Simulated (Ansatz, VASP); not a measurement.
# Si5Ge3 (amorphous Si0.625Ge0.375) in two plane-wave programs, part 2 of 3

Aim: how closely do two programs agree when they are given the same cell, functional and k mesh? Of the first pair: The structure shown is the start of the Ansatz relaxation below; VASP solves that cell, so the two are compared at the walk's first step.

VASP 6.6.1 and Ansatz 0.2.0.

So far: Set-up; Ansatz: relaxation, PBE.

### 3. VASP: single point, PBE, start cell, pair 1

Level of this step: PBE; plane waves and PAW (Si, Ge_d) (VASP).

The same cell, functional, mesh and smearing now go to VASP, with its own data sets.

Lines of VASP's logs that name or quote its potential files are left out, and so is its time.

INCAR reads:

```
SYSTEM = Si5Ge3
PREC = Accurate
ENCUT = 410
EDIFF = 1E-06
NELM = 120
ISMEAR = -1
SIGMA = 0.025
LREAL = Auto
ALGO = Normal
GGA = PE
NBANDS = 336
LORBIT = 11
LWAVE = .FALSE.
LCHARG = .FALSE.
ISIF = 2
LASPH = .TRUE.
GGA_COMPAT = .FALSE.
EFERMI = MIDGAP
NCORE = 2
```

POSCAR reads:

```
Si5Ge3
1.0
   11.6009000000      0.0000000000      0.0000000000
    0.0000000000     11.6009000000      0.0000000000
    0.0000000000      0.0000000000     11.6009000000
Si Ge
45 27
Direct
    0.2176986268      0.5536725599      0.1250937427
    0.3356205122      0.1689610289      0.3277073331
    0.8024722220      0.0422898223      0.5771190166
    0.5902559284      0.8885431303      0.2705824548
    0.3382927187      0.6439500384      0.5861614185
    0.0208518305      0.2679016283      0.5243817290
    0.4150626245      0.9725021335      0.3541190770
    0.2231809601      0.2190864502      0.4986078666
    0.8475204510      0.0362299477      0.1240938203
    0.2718840780      0.8275909628      0.3270091114
    0.7157634321      0.2928824488      0.9116620262
    0.2699014732      0.4966425019      0.9277038850
    0.4835486902      0.3078726651      0.3717814997
    0.0529527881      0.6474325268      0.7566309510
    0.4847727332      0.8288581058      0.9721831927
    0.8090837780      0.6182796162      0.3524036928
    0.6214776440      0.5598617349      0.0834762820
    0.1539363325      0.4704203984      0.7493815135
    0.0673740830      0.6791542036      0.1792102337
    0.4159935867      0.2305424579      0.8345559396
    0.9064296736      0.1226284168      0.4230964839
    0.1618495117      0.8039203855      0.8428570197
    0.3001232663      0.0732615573      0.8230482118
    0.7233662905      0.4224241223      0.5905490091
    0.1242662207      0.3866165556      0.2048203157
    0.9104035032      0.8755613789      0.0168866209
    0.1098966459      0.9140842521      0.0102061047
    0.0095768432      0.3253713074      0.7264263980
    0.4519390737      0.8076097544      0.6421829341
    0.7983259919      0.8457964468      0.5367169789
    0.0985526985      0.4347938522      0.4069339448
    0.9174460602      0.6727236680      0.0417295210
    0.1686593282      0.1039833116      0.9740364972
    0.1868906723      0.7582601350      0.5002542906
    0.4270616935      0.3651096036      0.6860416002
    0.7921109569      0.9002663586      0.8608039031
    0.8849830617      0.5952900206      0.8519511417
    0.3524123128      0.6471394461      0.2543164754
    0.5684472756      0.2975803601      0.5582497910
    0.9349274625      0.9635373118      0.2924686878
    0.7785775242      0.8282288443      0.3387064797
    0.4475601031      0.9870096286      0.5534570594
    0.1086295029      0.8757768794      0.2136730771
    0.9268763630      0.3640579610      0.1521175081
    0.6397607082      0.5768862761      0.4818505461
    0.6439327983      0.7358739408      0.6119180408
    0.6102802369      0.1064572576      0.6190295581
    0.8226085907      0.4108560543      0.7744226741
    0.9778120663      0.7403563517      0.5776879380
    0.7290813644      0.7152893310      0.7995931350
    0.4342163108      0.5248213501      0.4144937031
    0.8119283849      0.5457076606      0.1582291029
    0.5630080425      0.6498030325      0.9019214026
    0.5806101251      0.3627821979      0.0576334595
    0.0285322690      0.6328302114      0.3842891500
    0.1055866355      0.9063089933      0.6619141618
    0.6453033816      0.0468929135      0.1516434070
    0.2457223146      0.2264479480      0.1397477782
    0.8187468214      0.2756079270      0.3059331604
    0.8754320785      0.2147419597      0.0182227241
    0.5987983691      0.1467127550      0.8267375807
    0.2645570602      0.4303200614      0.5588790525
    0.4114594557      0.5561206458      0.7801032678
    0.6230809679      0.2493858235      0.2293442750
    0.5132877622      0.7286934634      0.1566688791
    0.3767638718      0.3328793456      0.0048616918
    0.6221672456      0.9818979562      0.9502279996
    0.9256781801      0.0092061823      0.7414166142
    0.2611262919      0.0554784543      0.6206673620
    0.0049392720      0.1687110483      0.8609676835
    0.3582825470      0.8694670241      0.8197122637
    0.8728805524      0.4246998078      0.4452757976
```

KPOINTS reads:

```
Automatic mesh
0
Gamma
1 1 1
0 0 0
```

PAW data sets: Si and Ge_d (PBE family, release 64).

The run is started by

```
$ mpirun -np 8 vasp_gam
```

Numbers of over 12 decimals in the logs are rounded to 6 here.

Output:

```text
[banner, memory and clock lines left out]
running    8 mpi-ranks, on    1 nodes
[...]
LDA part: xc-table for (Slater+PW92), standard interpolation
 POSCAR, INCAR and KPOINTS ok, starting setup
[...]
entering main loop
       N       E                     dE             d eps       ncg     rms          rms(c)
DAV:   1     0.101066388660E+05    0.10107E+05   -0.18622E+05   832   0.328E+03
DAV:   2     0.201938161127E+04   -0.80873E+04   -0.77994E+04   672   0.904E+02
DAV:   3    -0.170088852773E+02   -0.20364E+04   -0.19172E+04   752   0.260E+02
DAV:   4    -0.334284735787E+03   -0.31728E+03   -0.30051E+03   832   0.105E+02
[...]
DAV:  16    -0.347335918055E+03   -0.98669E-05   -0.31242E-05   704   0.303E-02    0.425E-03
DAV:  17    -0.347335920506E+03   -0.24511E-05   -0.47274E-06   624   0.220E-02    0.201E-03
DAV:  18    -0.347335921404E+03   -0.89791E-06   -0.22046E-06   552   0.619E-03
   1 F= -.34733592E+03 E0= -.34732989E+03  d E =-.120588E-01
```

From OUTCAR (step 3):

```text
 POSITION                                       TOTAL-FORCE (eV/Angst)
 -----------------------------------------------------------------------------------
      2.52550      6.42310      1.45120        -0.201224      0.325104      0.151758
      3.89350      1.96010      3.80170        -0.139412     -0.094565      0.052721
      9.30940      0.49060      6.69510         0.148506      0.133167     -0.058122
      6.84750     10.30790      3.13900        -0.114782     -0.078934      0.303155
      3.92450      7.47040      6.80000         0.361992      0.139272      0.083115
      0.24190      3.10790      6.08330         0.476496     -0.290709     -0.408679
      4.81510     11.28190      4.10810         0.446778      0.145903      0.135326
      2.58910      2.54160      5.78430        -0.296277     -0.053911     -0.169617
      9.83200      0.42030      1.43960         0.287031     -0.236072      0.633562
      3.15410      9.60080      3.79360        -0.298912     -0.161364      0.112288
      8.30350      3.39770     10.57610         0.071305     -0.012500      0.081927
      3.13110      5.76150     10.76220        -0.184057     -0.059939     -0.240497
      5.60960      3.57160      4.31300        -0.137845      0.054139      0.093971
      0.61430      7.51080      8.77760         0.154948      0.089889     -0.211136
[...]
-----------------------------------------------------------------------------------
    total drift:                                0.005644      0.008263      0.000329

  FREE ENERGIE OF THE ION-ELECTRON SYSTEM (eV)
  ---------------------------------------------------
  free  energy   TOTEN  =      -347.3359214042 eV

  energy  without entropy=     -347.3238625821  energy(sigma->0) =     -347.32989199
```

The run ends at a pressure of 0.97 GPa, with forces up to 0.94 eV/Å.

### 4. Side by side

Known differences besides the potentials themselves: the cutoff is 420 eV in Ansatz and 410 eV in VASP (PREC = Accurate, projectors in real space). Total energies have different zeros and are not compared.

Forces on 10 of the 72 atoms, those with the largest forces and the largest differences (eV/Å; atoms numbered as in POSCAR):

```
atom          Ansatz x, y, z            VASP x, y, z
 Si6   0.476, -0.289, -0.408   0.476, -0.291, -0.409
 Si9    0.288, -0.235, 0.634    0.287, -0.236, 0.634
Si16   -0.549, 0.580, -0.215   -0.549, 0.579, -0.221
Si19    0.442, 0.136, -0.525    0.443, 0.136, -0.526
Si23  -0.373, -0.813, -0.201  -0.372, -0.808, -0.202
Si34   0.099, -0.674, -0.437   0.104, -0.673, -0.440
Ge51    0.753, 0.553, -0.019    0.755, 0.554, -0.022
Ge57   -0.013, -0.116, 0.088   -0.006, -0.124, 0.092
Ge61   -0.071, 0.041, -0.205   -0.077, 0.047, -0.199
Ge66   -0.286, -0.031, 0.164   -0.286, -0.031, 0.155
```

The forces differ by 3.1 meV/Å r.m.s., which is 1.2 % of the r.m.s. force of 0.251 eV/Å (both taken over all components).

### 5. Ansatz: relaxation, PBE

This run makes the geometry at which the two programs are then compared. The cell compared in this pair holds 1583.42 Å³, against 1561.26 Å³ for the pair before.

The structure compared here is the end of the Ansatz relaxation.

input.yaml reads:

```yaml
crystal:
  lattice:
    - [11.6009, 0.0, 0.0]
    - [0.0, 11.6009, 0.0]
    - [0.0, 0.0, 11.6009]
  atoms:
    - { symbol: Si, position: [0.2177, 0.55367, 0.12509] }
    - { symbol: Si, position: [0.33562, 0.16896, 0.32771] }
    - { symbol: Si, position: [0.80247, 0.04229, 0.57712] }
    - { symbol: Si, position: [0.59026, 0.88854, 0.27058] }
    - { symbol: Si, position: [0.33829, 0.64395, 0.58616] }
    - { symbol: Si, position: [0.02085, 0.2679, 0.52438] }
    - { symbol: Si, position: [0.41506, 0.9725, 0.35412] }
    - { symbol: Si, position: [0.22318, 0.21909, 0.49861] }
    - { symbol: Si, position: [0.84752, 0.03623, 0.12409] }
    - { symbol: Si, position: [0.27188, 0.82759, 0.32701] }
    - { symbol: Si, position: [0.71576, 0.29288, 0.91166] }
    - { symbol: Si, position: [0.2699, 0.49664, 0.9277] }
    - { symbol: Si, position: [0.48355, 0.30787, 0.37178] }
    - { symbol: Si, position: [0.05295, 0.64743, 0.75663] }
    - { symbol: Si, position: [0.48477, 0.82886, 0.97218] }
    - { symbol: Si, position: [0.80908, 0.61828, 0.3524] }
    - { symbol: Si, position: [0.62148, 0.55986, 0.08348] }
    - { symbol: Si, position: [0.15394, 0.47042, 0.74938] }
    - { symbol: Si, position: [0.06737, 0.67915, 0.17921] }
    - { symbol: Si, position: [0.41599, 0.23054, 0.83456] }
    - { symbol: Si, position: [0.90643, 0.12263, 0.4231] }
    - { symbol: Si, position: [0.16185, 0.80392, 0.84286] }
    - { symbol: Si, position: [0.30012, 0.07326, 0.82305] }
    - { symbol: Si, position: [0.72337, 0.42242, 0.59055] }
    - { symbol: Si, position: [0.12427, 0.38662, 0.20482] }
    - { symbol: Si, position: [0.9104, 0.87556, 0.01689] }
    - { symbol: Si, position: [0.1099, 0.91408, 0.01021] }
    - { symbol: Si, position: [0.00958, 0.32537, 0.72643] }
    - { symbol: Si, position: [0.45194, 0.80761, 0.64218] }
    - { symbol: Si, position: [0.79833, 0.8458, 0.53672] }
    - { symbol: Si, position: [0.09855, 0.43479, 0.40693] }
    - { symbol: Si, position: [0.91745, 0.67272, 0.04173] }
    - { symbol: Si, position: [0.16866, 0.10398, 0.97404] }
    - { symbol: Si, position: [0.18689, 0.75826, 0.50025] }
    - { symbol: Si, position: [0.42706, 0.36511, 0.68604] }
    - { symbol: Si, position: [0.79211, 0.90027, 0.8608] }
    - { symbol: Si, position: [0.88498, 0.59529, 0.85195] }
    - { symbol: Si, position: [0.35241, 0.64714, 0.25432] }
    - { symbol: Si, position: [0.56845, 0.29758, 0.55825] }
    - { symbol: Si, position: [0.93493, 0.96354, 0.29247] }
    - { symbol: Si, position: [0.77858, 0.82823, 0.33871] }
    - { symbol: Si, position: [0.44756, 0.98701, 0.55346] }
    - { symbol: Si, position: [0.10863, 0.87578, 0.21367] }
    - { symbol: Si, position: [0.92688, 0.36406, 0.15212] }
    - { symbol: Si, position: [0.63976, 0.57689, 0.48185] }
    - { symbol: Ge, position: [0.64393, 0.73587, 0.61192] }
    - { symbol: Ge, position: [0.61028, 0.10646, 0.61903] }
    - { symbol: Ge, position: [0.82261, 0.41086, 0.77442] }
    - { symbol: Ge, position: [0.97781, 0.74036, 0.57769] }
    - { symbol: Ge, position: [0.72908, 0.71529, 0.79959] }
    - { symbol: Ge, position: [0.43422, 0.52482, 0.41449] }
    - { symbol: Ge, position: [0.81193, 0.54571, 0.15823] }
    - { symbol: Ge, position: [0.56301, 0.6498, 0.90192] }
    - { symbol: Ge, position: [0.58061, 0.36278, 0.05763] }
    - { symbol: Ge, position: [0.02853, 0.63283, 0.38429] }
    - { symbol: Ge, position: [0.10559, 0.90631, 0.66191] }
    - { symbol: Ge, position: [0.6453, 0.04689, 0.15164] }
    - { symbol: Ge, position: [0.24572, 0.22645, 0.13975] }
    - { symbol: Ge, position: [0.81875, 0.27561, 0.30593] }
    - { symbol: Ge, position: [0.87543, 0.21474, 0.01822] }
    - { symbol: Ge, position: [0.5988, 0.14671, 0.82674] }
    - { symbol: Ge, position: [0.26456, 0.43032, 0.55888] }
    - { symbol: Ge, position: [0.41146, 0.55612, 0.7801] }
    - { symbol: Ge, position: [0.62308, 0.24939, 0.22934] }
    - { symbol: Ge, position: [0.51329, 0.72869, 0.15667] }
    - { symbol: Ge, position: [0.37676, 0.33288, 0.00486] }
    - { symbol: Ge, position: [0.62217, 0.9819, 0.95023] }
    - { symbol: Ge, position: [0.92568, 0.00921, 0.74142] }
    - { symbol: Ge, position: [0.26113, 0.05548, 0.62067] }
    - { symbol: Ge, position: [0.00494, 0.16871, 0.86097] }
    - { symbol: Ge, position: [0.35828, 0.86947, 0.81971] }
    - { symbol: Ge, position: [0.87288, 0.4247, 0.44528] }
kpoints:
  mp_grid: { grid: [1, 1, 1] }
hamiltonian:
  xc: pbe
scf:
  occupations: { method: fermi_dirac, width: 0.025 }
output:
  forces: true
relax:
  f_tol: 0.04
  max_steps: 250
  cell: {}
```

The run is started by

```
$ ansatz run input.yaml --threads 4 --pin off --max-ram 8192MiB --backend cpu --events-out ev --progress --plain --runs-dir out
```

Output:

```text
[...]
Crystal: 72 atoms, lattice volume = 1561.259 Å³
Basis set: ecut = 420 eV, 30551 PW (Γ), exchange–correlation on 160×160×160 points (8 copies of the dense FFT grid, shifted against one another)
Bands: 351, of which v1, the nominal top of the filled ones, is band 279 counted from 1 (278 counted from 0)
Symmetry: 1 space group operations
[...]
k-points: 1
[...]
- { symbol: Ge, position: [0.813544, 0.413911, 0.779825] }
    - { symbol: Ge, position: [0.987945, 0.745417, 0.571423] }
    - { symbol: Ge, position: [0.745864, 0.711091, 0.787807] }
    - { symbol: Ge, position: [0.455520, 0.538772, 0.403035] }
    - { symbol: Ge, position: [0.805460, 0.544784, 0.147805] }
    - { symbol: Ge, position: [0.581219, 0.639961, 0.886135] }
[...]
- { symbol: Ge, position: [0.254447, 0.051527, 0.626390] }
    - { symbol: Ge, position: [0.00891128, 0.174009, 0.864455] }
    - { symbol: Ge, position: [0.359176, 0.856793, 0.824001] }
    - { symbol: Ge, position: [0.866981, 0.444222, 0.461260] }
[key lines of the parts left out:]
P = ⅓ Tr σ = 0.0085 GPa (0.085 kbar)
```

(Part 2 of 3 ends here.)

[Lines on the potential files, build, host, timing and source positions are cut from VASP's logs without a mark.]

[Logs are printed without paths, hosts, clocks, repeated set-up lines and the standing remarks that a program may print on its own settings, such as how far it seeks lower states.]

[Hosts, paths, dates, database ids (printed as entryN), source tags and the programs' standing remarks are cut or masked in the printed files.]
